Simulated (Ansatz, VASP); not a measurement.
## Cross-check of Ti (free-standing square Ti monolayer, spacing 2.603 A) between VASP and Ansatz

Wanted: the spread between two codes on one cell, functional and k mesh. The cell is taken from a series of runs on this material, whose earlier steps may have relaxed, scaled, displaced or heated it; both programs get it as it stands.

Method: plane waves, with VASP 6.6.1 beside it; PBEsol, in Ansatz 0.2.0.

## Step 1: The structure

The cell holds 1 atom: 1 Ti. Its edges and angles: a = 2.603 Å, b = 2.603 Å, c = 14.000 Å, α = 90.0°, β = 90.0°, γ = 90.0°. As first built, before any earlier steps moved the atoms or strained the cell (in the runner's words): model lattice. Vacuum lies along c.

## Step 2: Ansatz: single point, PBEsol, pair 1

Ansatz runs on its PAW soft_1 files.

With cell and atoms fixed, the geometry can't cause a difference; cores, projectors, grids and the points listed under the comparison can.

Contents of input.yaml:

```yaml
crystal:
  lattice:
    - [2.603, 0.0, 0.0]
    - [0.0, 2.603, 0.0]
    - [0.0, 0.0, 14.0]
  atoms:
    - { symbol: Ti, position: [0.0, 0.0, 0.5], spin: 1.0 }
magnetization:
  spin_polarized: true
kpoints:
  mp_grid: { grid: [9, 9, 1] }
hamiltonian:
  xc: pbesol
  pseudopotentials: { kind: paw, azcp: { folder: soft_1 }, xc_functional: pbe }
scf:
  occupations: { method: fermi_dirac, width: 0.05 }
  max_iter: 120
  convergence: { dr2_threshold: 1.0e-08 }
  lower_state_search: "off"
output:
  write_density: true
  write_potential: true
  elf: true
  volumetric_format: npy
```

The run is started by

```
> ansatz run input.yaml --threads 2 --pin off --max-ram 5120MiB --backend cpu --events-out ev --progress --plain --runs-dir out
```

Numbers of over 12 decimals in the logs are rounded to 6 here.

Log:

```text
Engine: ansatz 0.2.0, aarch64-unknown-linux-gnu
Pseudopotentials: kind: paw
Pseudopotential: Ti, paw, valence charge 12, recommended cutoff 420 eV (normal), soft_1/Ti.paw.azcp
Functional definition: PBEsol
  exchange = pbesol_x
  correlation = pbesol_c
Crystal: 1 atoms, lattice volume = 94.859 Å³
Basis set: ecut = 420 eV, 1891 PW (Γ)
Bands: 11, of which v1, the nominal top of the filled ones, is band 6 counted from 1 (5 counted from 0)
Symmetry: 16 space group operations
Space group: P4/mmm (ITA 123), of the structure as read, at distance tolerance 4.6e-5 Å
Magnetic group: BNS 123.339 (UNI 999), of the structure as read, at distance tolerance 4.6e-5 Å
k-points: 15 of 81
Non-local potential: Ti, projectors of the file, l = 0: 3, l = 1: 2, l = 2: 3, l = 3: 1
PAW form: soft (Blöchl's): semilocal exchange-correlation on the pseudo side does not see the compensation charge
PAW frozen core: Ti, regenerated for the run's functional, and the local potential with it (the file was generated under x = pbe(κ = 0.804, μ = 0.219515), c = pbe(β = 0.066725))
PAW one-centre angular grid: Ti, 590 points (default); XC on 64 Gauss nodes
Initial density: superposition of atomic densities (neutral atoms: chi_scale 0, normalization atom)
Starting moments: Σ|m| = 1 μB on 1 of 1 site
Initial wavefunctions: pseudopotential atomic-orbital guess
Functional: x = pbesol(κ = 0.804, μ = 0.123457), c = pbesol(β = 0.046)
SCF iter   1: F=—  HF=-2472.328752 eV  |F-HF|=—  |Δ(HF+E_count)|=         —  Δρ=2.22e-2 (↑1.97e-2 ↓2.22e-2)  dr2=2.44e0  dr2_m=1.63e-1  M=0.807 μB ∫|m|=0.807 μB  β_m=0.30  ethr=3.10e-3  ⟨swp⟩=5.9  Hψ=2108  notcnv=0
preconditioner: auto → LDOS  [metal: Δε(μ)=0.005 eV  Ē_g=4.065 eV  σ=0.050 eV  W_gap=0.03  n_scr=8 (ndim 8)  ℏωp=7.6 eV  f_vac=0.616  D(μ)=2.80/eV (n_scr^D=10)]
spin=Collinear: LDOS preconditioning applied to the charge; magnetization (m = ρ↑ − ρ↓) channel mixes plain (no charge-response kernel on spin).
SCF iter   2: F=—  HF=-2471.912743 eV  |F-HF|=—  |Δ(HF+E_count)|=   4.16e-1  Δρ=1.62e-2 (↑1.21e-2 ↓1.62e-2)  dr2=1.09e0  dr2_m=1.05e-1  M=0.762 μB ∫|m|=0.762 μB  β_m=0.30  ethr=3.10e-3  ⟨swp⟩=2.0  Hψ=701  notcnv=0  defer=1
SCF iter   3: F=—  HF=-2471.647372 eV  |F-HF|=—  |Δ(HF+E_count)|=   2.65e-1  Δρ=1.11e-2 (↑1.11e-2 ↓9.49e-3)  dr2=7.71e-2  dr2_m=7.00e-2  M=0.768 μB ∫|m|=0.769 μB  β_m=0.30  ethr=3.10e-3  ⟨swp⟩=2.1  Hψ=540  notcnv=0  defer=1
SCF iter   4: F=—  HF=-2471.653997 eV  |F-HF|=—  |Δ(HF+E_count)|=   6.63e-3  Δρ=7.43e-3 (↑6.79e-3 ↓7.43e-3)  dr2=3.10e-2  dr2_m=4.20e-2  M=0.762 μB ∫|m|=0.763 μB  β_m=0.30  ethr=6.42e-4  ⟨swp⟩=2.3  Hψ=658  notcnv=0
SCF iter   5: F=—  HF=-2471.661409 eV  |F-HF|=—  |Δ(HF+E_count)|=   7.41e-3  Δρ=5.57e-3 (↑5.53e-3 ↓5.57e-3)  dr2=2.44e-3  dr2_m=2.55e-2  M=0.781 μB ∫|m|=0.781 μB  β_m=0.30  ethr=2.58e-4  ⟨swp⟩=2.3  Hψ=541  notcnv=0
SCF iter   6: F=—  HF=-2471.669242 eV  |F-HF|=—  |Δ(HF+E_count)|=   7.83e-3  Δρ=4.23e-3 (↑4.23e-3 ↓3.83e-3)  dr2=9.55e-4  dr2_m=1.39e-2  M=0.788 μB ∫|m|=0.789 μB  β_m=0.30  ethr=2.04e-5  ⟨swp⟩=2.3  Hψ=640  notcnv=0
SCF iter   7: F=—  HF=-2471.673753 eV  |F-HF|=—  |Δ(HF+E_count)|=   4.51e-3  Δρ=3.14e-3 (↑3.06e-3 ↓3.14e-3)  dr2=6.80e-5  dr2_m=8.33e-3  M=0.789 μB ∫|m|=0.790 μB  β_m=0.30  ethr=7.96e-6  ⟨swp⟩=2.5  Hψ=571  notcnv=0
Mixer restart at iter 7: flushing history
spin-set hold released at iteration 7 (site moments contracting): the magnetisation degrees of freedom join the quasi-Newton model from the next iteration; the mixer history was flushed
SCF iter   8: F=—  HF=-2471.676904 eV  |F-HF|=—  |Δ(HF+E_count)|=   3.15e-3  Δρ=2.40e-3 (↑2.40e-3 ↓2.39e-3)  dr2=4.48e-5  dr2_m=4.97e-3  M=0.792 μB ∫|m|=0.794 μB  β_m=0.65  ethr=5.67e-7  ⟨swp⟩=2.9  Hψ=581  notcnv=0
SCF iter   9: F=—  HF=-2471.682706 eV  |F-HF|=—  |Δ(HF+E_count)|=   5.80e-3  Δρ=2.76e-4 (↑1.78e-4 ↓2.76e-4)  dr2=1.58e-5  dr2_m=4.01e-5  M=0.801 μB ∫|m|=0.804 μB  β_m=0.79  ethr=3.73e-7  ⟨swp⟩=3.5  Hψ=788  notcnv=0
SCF iter  10: F=—  HF=-2471.682845 eV  |F-HF|=—  |Δ(HF+E_count)|=   1.39e-4  Δρ=1.11e-4 (↑1.04e-4 ↓1.11e-4)  dr2=6.91e-6  dr2_m=8.27e-6  M=0.801 μB ∫|m|=0.805 μB  β_m=0.90  ethr=1.31e-7  ⟨swp⟩=2.3  Hψ=589  notcnv=0
SCF iter  11: F=—  HF=-2471.682874 eV  |F-HF|=—  |Δ(HF+E_count)|=   2.83e-5  Δρ=4.49e-5 (↑2.04e-5 ↓4.49e-5)  dr2=1.28e-6  dr2_m=6.67e-7  M=0.801 μB ∫|m|=0.804 μB  β_m=0.91  ethr=5.76e-8  ⟨swp⟩=2.4  Hψ=540  notcnv=0
SCF iter  12: F=—  HF=-2471.682875 eV  |F-HF|=—  |Δ(HF+E_count)|=   8.82e-7  Δρ=1.15e-5 (↑9.37e-6 ↓1.15e-5)  dr2=4.79e-8  dr2_m=8.85e-8  M=0.800 μB ∫|m|=0.804 μB  β_m=0.95  ethr=1.07e-8  ⟨swp⟩=2.2  Hψ=521  notcnv=0
SCF iter  13: F=—  HF=-2471.682875 eV  |F-HF|=—  |Δ(HF+E_count)|=   3.36e-7  Δρ=6.90e-6 (↑5.78e-6 ↓6.90e-6)  dr2=1.31e-8  dr2_m=3.12e-8  M=0.800 μB ∫|m|=0.803 μB  β_m=0.98  ethr=8.33e-11  ⟨swp⟩=5.0  Hψ=1329  notcnv=0
iter 14 did not close the SCF: its close was put off for a magnetic moment that had not settled (scf_convergence_deferred on its scf_iter line)
SCF iter  14: F=-2471.682875 eV  HF=-2471.682875 eV  |F-HF|=3.73e-9  |Δ(HF+E_count)|=   7.69e-8  Δρ=2.74e-6 (↑1.44e-6 ↓2.74e-6)  dr2=2.93e-9  dr2_m=2.84e-9  M=0.799 μB ∫|m|=0.803 μB  β_m=0.99  ethr=8.33e-11  ⟨swp⟩=3.5  Hψ=1008  notcnv=0
iter 15 did not close the SCF: its close was put off for a magnetic moment that had not settled (scf_convergence_deferred on its scf_iter line)
SCF iter  15: F=-2471.682875 eV  HF=-2471.682875 eV  |F-HF|=5.18e-10  |Δ(HF+E_count)|=   1.04e-8  Δρ=1.07e-6 (↑1.07e-6 ↓4.62e-7)  dr2=8.87e-10  dr2_m=3.68e-10  M=0.799 μB ∫|m|=0.803 μB  β_m=0.99  ethr=2.44e-11  ⟨swp⟩=1.0  Hψ=993  notcnv=0
SCF iter  16: F=-2471.682875 eV  HF=-2471.682875 eV  |F-HF|=8.19e-12  |Δ(HF+E_count)|=  3.78e-10  Δρ=7.16e-8 (↑7.16e-8 ↓4.69e-8)  dr2=1.34e-11  dr2_m=1.63e-12  M=0.799 μB ∫|m|=0.803 μB  ethr=7.39e-12  ⟨swp⟩=1.0  Hψ=963  notcnv=0
SCF 1 converged in 16 iterations: F = -2471.682875 eV  dr2 = 1.34e-11
  greatest PAW one-centre occupation: 0.999 electrons in one spin orbital (limit 2), on the Ti atom at site 0 (counted from 0), in its partial waves of l = 0
WARN: The output density's exchange-correlation potential varies sharply where the density is thin. Do not read a vacuum level from v_tot or v_xc, or from such a field of the output density. On a cell that repeats whose density bears no net charge and no dipole along the vacuum's axis use v_es (v_loc + v_h of the components); under efield.dipole_correction with no amplitude use v_es + v_field, which holds any externa [...]
SCF converged after 16 iterations
Magnetization: 0.7990 μB (6.3995 up, 5.6005 down)
Absolute magnetization: 0.8025 μB (∫|ρ↑−ρ↓|, with the PAW one-centre terms)
Spin contamination: 0.0049 ħ² per cell (⟨S²⟩ above its minimum at these occupations)
Per-site moments (μB) at R_I (Å): [(0.409472, 1.073738)]
Free energy (F): -2471.682875 eV
Harris-Foulkes:  -2471.682875 eV  (|F-HF|=8.19e-12)
Internal energy: -2471.668811 eV  (E = F + TS)
E sigma→0 (E₀):  -2471.675843 eV
Entropy (-TS):   -0.014064 eV (-14.064 meV/atom)
Fermi energy:    -1.017611 eV
--- Per-component energies (eV) ---
  E_band       = -326.536838
  E_kinetic    = 281.153759
  E_local      = -4396.266327  (includes V_loc(G=0)·N_el)
  E_nonlocal   = 63.784581
  E_hartree    = 2021.194080
  E_xc         = -113.166236
  E_vxc        = -142.218366  (∫ρ·V_xc dr)
  E_paw        = -1018.360249  (= ΣΔE_a)
  E_vpaw       = -175.378806  (= ΣTr[D̂ρ^β])
  E_aug_tail   = -0.000080  (compensation charges beyond the density's cutoff)
  E_ewald      = 689.852276
  E_core_change = 0.139385  (= ΣΔE_core)
  E_smearing   = -0.014064  (= −TS)
  E_closure    = 0.000000  (closes the sum)
  Σ components = -2471.682875   (vs F -2471.682875, Δ=0.00e0)
--- Band table (eV; the first three rows and the last of 30) ---
  k-point 0 ↑: bands = [... 2 lower, -33.5338, -33.5338, -5.1802, -2.3471, -1.6151, -1.1819, 1.4592, 1.4592, ... 1 higher]
  k-point 1 ↑: bands = [... 2 lower, -33.6490, -33.5240, -4.8368, -2.1361, -1.4334, -1.2251, 1.4037, 1.4937, ... 1 higher]
  k-point 2 ↑: bands = [... 2 lower, -33.9349, -33.4990, -3.9374, -1.6244, -1.4943, -0.8439, 1.5823, 1.6817, ... 1 higher]
  k-point 14 ↓: bands = [... 2 lower, -33.9898, -33.6759, -2.9964, -0.4750, -0.3748, 1.5227, 3.7153, 5.8857, ... 1 higher]
```

In the SCF lines HF is the Harris–Foulkes energy and dr2 the Hartree energy of the density residual, in eV; the loop may stop once dr2 is under the threshold and the program's other checks hold. Hψ counts applications of the Hamiltonian.

## Step 3: VASP: single point, PBEsol, pair 1

The same cell, functional, mesh and smearing now go to VASP, with its own data sets.

Lines of VASP's logs that name or quote its potential files are left out, and so is its time.

Contents of INCAR:

```
SYSTEM = Ti
PREC = Accurate
ENCUT = 400
EDIFF = 1E-06
NELM = 200
ISMEAR = -1
SIGMA = 0.05
LREAL = .FALSE.
ALGO = Normal
GGA = PS
NBANDS = 13
ISPIN = 2
MAGMOM = 0.41
LASPH = .TRUE.
LMAXMIX = 4
LORBIT = 11
LWAVE = .FALSE.
LCHARG = .FALSE.
ISIF = 2
GGA_COMPAT = .FALSE.
KPAR = 2
```

Contents of POSCAR:

```
Ti
1.0
    2.6030000000      0.0000000000      0.0000000000
    0.0000000000      2.6030000000      0.0000000000
    0.0000000000      0.0000000000     14.0000000000
Ti
1
Direct
    0.0000000000      0.0000000000      0.5000000000
```

Contents of KPOINTS:

```
Automatic mesh
0
Gamma
9 9 1
0 0 0
```

The projector-augmented-wave data sets are Ti_sv (PBE family, release 64).

The run is started by

```
> mpirun -np 2 vasp_std
```

Log:

```text
[banner, memory and clock lines left out]
running    2 mpi-ranks, on    1 nodes
 distrk:  each k-point on    1 cores,    2 groups
 distr:  one band on    1 cores,    1 groups

 POSCAR found type information on POSCAR Ti
 POSCAR found :  1 types and       1 ions
|                                                                             |
|               ----> ADVICE to this user running VASP <----                  |
|                                                                             |
|     You enforced a specific xc type in the INCAR file but a different       |
|     [... a line on the potential file left out ...]
|     I HOPE YOU KNOW WHAT YOU ARE DOING!                                     |
|                                                                             |

 LDA part: xc-table for (Slater+PW92), standard interpolation
 POSCAR, INCAR and KPOINTS ok, starting setup
 FFT: planning ... GRIDC
 FFT: planning ... GRID_SOFT
 FFT: planning ... GRID
 WAVECAR not read
 entering main loop
       N       E                     dE             d eps       ncg     rms          rms(c)
DAV:   1     0.615371698925E+02    0.61537E+02   -0.59847E+03   964   0.624E+02
DAV:   2     0.283578231741E+01   -0.58701E+02   -0.56483E+02   883   0.191E+02
DAV:   3    -0.639146571972E+01   -0.92272E+01   -0.90546E+01  1422   0.565E+01
DAV:   4    -0.678823014140E+01   -0.39676E+00   -0.39629E+00   859   0.112E+01
DAV:   5    -0.680280630748E+01   -0.14576E-01   -0.14575E-01  1170   0.179E+00    0.670E+00
DAV:   6    -0.622580739366E+01    0.57700E+00   -0.23651E+00   865   0.149E+01    0.258E+00
DAV:   7    -0.613942694523E+01    0.86380E-01   -0.18889E-01   860   0.332E+00    0.146E+00
DAV:   8    -0.610507317656E+01    0.34354E-01   -0.10166E-01   880   0.223E+00    0.687E-01
DAV:   9    -0.609854168140E+01    0.65315E-02   -0.79194E-03   893   0.736E-01    0.405E-01
DAV:  10    -0.609784389888E+01    0.69778E-03   -0.23815E-03   906   0.349E-01    0.219E-01
DAV:  11    -0.610227615525E+01   -0.44323E-02   -0.11802E-03   858   0.222E-01    0.170E-01
DAV:  12    -0.610916625865E+01   -0.68901E-02   -0.17252E-03   885   0.158E-01    0.155E-01
DAV:  13    -0.611583318458E+01   -0.66669E-02   -0.32082E-03   823   0.232E-01    0.760E-02
DAV:  14    -0.612026632299E+01   -0.44331E-02   -0.59953E-04   971   0.119E-01    0.458E-02
DAV:  15    -0.612067136495E+01   -0.40504E-03   -0.15949E-04   956   0.485E-02    0.240E-02
DAV:  16    -0.612088098989E+01   -0.20962E-03   -0.13808E-04   863   0.420E-02    0.106E-02
DAV:  17    -0.612110181623E+01   -0.22083E-03   -0.12118E-05   884   0.177E-02    0.603E-03
DAV:  18    -0.612129336350E+01   -0.19155E-03   -0.17217E-05   870   0.125E-02    0.365E-03
DAV:  19    -0.612135416538E+01   -0.60802E-04   -0.57949E-06   851   0.726E-03    0.168E-03
DAV:  20    -0.612137575317E+01   -0.21588E-04   -0.88749E-07   773   0.322E-03    0.653E-04
DAV:  21    -0.612138702852E+01   -0.11275E-04   -0.79947E-07   753   0.227E-03    0.390E-04
DAV:  22    -0.612138901905E+01   -0.19905E-05   -0.14698E-07   745   0.103E-03    0.178E-04
DAV:  23    -0.612139037227E+01   -0.13532E-05   -0.67420E-08   691   0.593E-04    0.682E-05
DAV:  24    -0.612139058578E+01   -0.21351E-06   -0.22149E-08   664   0.332E-04
   1 F= -.61213906E+01 E0= -.61143517E+01  d E =-.140778E-01  mag=     0.8050
```

Parts of OUTCAR (step 3):

```text
ion  position               nearest neighbor table
   1  0.000  0.000  0.500-

  LATTYP: Found a simple tetragonal cell.
 ALAT       =     2.6030000000
 C/A-ratio  =     5.3784095275

 Subroutine GETGRP returns: Found 16 space group operations
 (whereof 16 operations were pure point group operations)

The static configuration has the point symmetry D_4h.

 Found     15 irreducible k-points:

   k-points           NKPTS =     15   k-points in BZ     NKDIM =     15   number of bands    NBANDS=     13

   dimension x,y,z NGX =    18 NGY =   18 NGZ =   96
   dimension x,y,z NGXF=    36 NGYF=   36 NGZF=  192

   ENCUT  =  400.0 eV  29.40 Ry    5.42 a.u.   4.24  4.24 22.83*2*pi/ulx,y,z

   NELECT =      12.0000    total number of electrons

 k-points in reciprocal lattice and weights: Automatic mesh
   0.00000000  0.00000000  0.00000000       0.012
   0.11111111  0.00000000  0.00000000       0.049
   0.22222222  0.00000000  0.00000000       0.049
   0.33333333  0.00000000  0.00000000       0.049
   0.44444444  0.00000000  0.00000000       0.049
   0.11111111  0.11111111  0.00000000       0.049
   0.22222222  0.11111111  0.00000000       0.099
   0.33333333  0.11111111  0.00000000       0.099
   0.44444444  0.11111111  0.00000000       0.099
[...]
0.44444444  0.33333333  0.00000000       0.099
   0.44444444  0.44444444  0.00000000       0.049

 average (electrostatic) potential at core
       1 -82.3857

 E-fermi :  -1.9233

 spin component 1
 k-point     1 :       0.0000    0.0000    0.0000
  band No.  band energies     occupation
    ...
      4     -34.4624      1.00000
      5      -6.0855      1.00000
      6      -3.2530      1.00000
      7      -2.5257      0.99999
      8      -2.0834      0.96096
      9       0.5381      0.00000
     10       0.5381      0.00000
     11       1.8937      0.00000
     12       1.9101      0.00000
     13       2.7929      0.00000

 k-point     2 :       0.1111    0.0000    0.0000
  band No.  band energies     occupation
    ...
      4     -34.4526      1.00000
      5      -5.7413      1.00000
      6      -3.0422      1.00000
      7      -2.3446      0.99978
      8      -2.1279      0.98357
      9       0.4855      0.00000
     10       0.5726      0.00000
     11       1.6635      0.00000
     12       2.1484      0.00000
     13       3.1423      0.00000

 k-point     3 :       0.2222    0.0000    0.0000
  band No.  band energies     occupation
    ...
      3     -34.8615      1.00000
      4     -34.4277      1.00000
      5      -4.8411      1.00000
      6      -2.5313      0.99999
      7      -2.4004      0.99993
      8      -1.7560      0.03401
      9       0.6608      0.00000
     10       0.7690      0.00000
     11       1.0879      0.00000
     12       2.9084      0.00000
    ...

 k-point     4 :       0.3333    0.0000    0.0000
  band No.  band energies     occupation
    ...
      2     -35.2749      1.00000
      3     -35.1754      1.00000
      4     -34.3993      1.00000
      5      -3.7513      1.00000
      6      -2.8511      1.00000
      7      -1.8782      0.28867
      8      -0.8912      0.00000
      9       0.4997      0.00000
     10       0.7631      0.00000
     11       1.7235      0.00000
    ...

 k-point     5 :       0.4444    0.0000    0.0000
  band No.  band energies     occupation
    ...
      2     -35.3753      1.00000
      3     -35.2496      1.00000
      4     -34.3806      1.00000
      5      -3.1660      1.00000
      6      -3.0346      1.00000
      7      -1.0599      0.00000
      8      -0.4181      0.00000
      9       0.1459      0.00000
     10       0.8311      0.00000
     11       3.0664      0.00000
    ...

 k-point     6 :       0.1111    0.1111    0.0000
  band No.  band energies     occupation
    ...
      4     -34.5602      1.00000
      5      -5.3984      1.00000
      6      -2.8156      1.00000
      7      -2.1877      0.99498
      8      -2.1395      0.98694
      9       0.2029      0.00000
     10       0.8202      0.00000
     11       1.3940      0.00000
     12       2.4076      0.00000
     13       3.4844      0.00000

  Total       -1.3845940     -1.3845940     -0.0859444      0.0000000      0.0000000     -0.0000000
  in kB      -23.3860382    -23.3860382     -1.4516166      0.0000000      0.0000000     -0.0000000
  external PRESSURE =     -16.0745643 kB  Pullay stress =       0.0000000 kB

  energy-cutoff  :      400.00
  volume of cell :       94.86
      direct lattice vectors                 reciprocal lattice vectors
     2.603000000  0.000000000  0.000000000     0.384172109  0.000000000  0.000000000
     0.000000000  2.603000000  0.000000000     0.000000000  0.384172109  0.000000000
     0.000000000  0.000000000 14.000000000     0.000000000  0.000000000  0.071428571

 POSITION                                       TOTAL-FORCE (eV/Angst)
 -----------------------------------------------------------------------------------
      0.00000      0.00000      7.00000         0.000000      0.000000      0.000000
 -----------------------------------------------------------------------------------
    total drift:                                0.000000      0.000000      0.000000

  FREE ENERGIE OF THE ION-ELECTRON SYSTEM (eV)
  ---------------------------------------------------
  free  energy   TOTEN  =        -6.1213905858 eV

  energy  without entropy=       -6.1073127464  energy(sigma->0) =       -6.11435167

 total charge
# of ion       s       p       d       tot
------------------------------------------
    1        2.248   6.030   2.007  10.285

 magnetization (x)
# of ion       s       p       d       tot
------------------------------------------
    1        0.005   0.026   0.412   0.442

[... 6 further parts left out ...]
```

## Step 4: Differences

Known differences besides the potentials themselves: VASP starts from the moments at which Ansatz ended; the cutoff is 420 eV in Ansatz and 400 eV in VASP; Ansatz makes its cores anew for this functional, VASP keeps those of its PBE data sets; site moments are counted in spheres of each program's own size. Total energies have different zeros and are not compared.

The two programs side by side:

```tsv
quantity	Ansatz	VASP	difference
total moment (μB)	0.80	0.81	-0.01
moment on Ti1 (μB)	0.41	0.44	-0.03
```

Where the cell holds vacuum, a pressure given here is an average over it and none of the material.

## Step 5: Ansatz: single point, PBEsol, pair 2

With cell and atoms fixed, the geometry can't cause a difference; cores, projectors, grids and the points listed under the comparison can.

The cell is taken from a series of runs on this material, whose earlier steps may have relaxed, scaled, displaced or heated it; both programs get it as it stands.

input.yaml, the sections that differ from step 2:

```yaml
crystal:
  lattice:
    - [2.603, 0.0, 0.0]
    - [0.0, 2.603, 0.0]
    - [0.0, 0.0, 14.0]
  atoms:
    - { symbol: Ti, position: [0.0, 0.0, 0.5], spin: 0.41 }
kpoints:
  mp_grid: { grid: [21, 21, 1] }
basis:
  ecutwfc: 420.0
checkpoint:
  read: start
  write: ck
  compress: false
  write_wavefunctions: false
  write_every: 100000
# magnetization, hamiltonian, scf: as in step 2
# output: removed
```

The run is started by

```
> ansatz run input.yaml --threads 2 --pin off --max-ram 5120MiB --backend cpu --events-out ev --progress --plain --runs-dir out
```

Log:

```text
[...]
SCF converged after 8 iterations
Magnetization: 1.0166 μB (6.5083 up, 5.4917 down)
Absolute magnetization: 1.0177 μB (∫|ρ↑−ρ↓|)
[...]
Per-site moments (μB) at R_I (Å): [(0.556971, 1.073738)]
Free energy (F): -2471.675760 eV
[...]
Internal energy: -2471.659873 eV  (E = F + TS)
E sigma→0 (E₀):  -2471.667816 eV
Entropy (-TS):   -0.015887 eV (-15.887 meV/atom)
Fermi energy:    -1.018736 eV
[...]
```

(Part 1 of 2 ends here.)

[Lines on the potential files, build, host, timing and source positions are cut from VASP's logs without a mark.]

[Logs are printed without paths, hosts, clocks, repeated set-up lines and the standing remarks that a program may print on its own settings, such as how far it seeks lower states.]

[Hosts, paths, dates, database ids (printed as entryN), source tags and the programs' standing remarks are cut or masked in the printed files.]
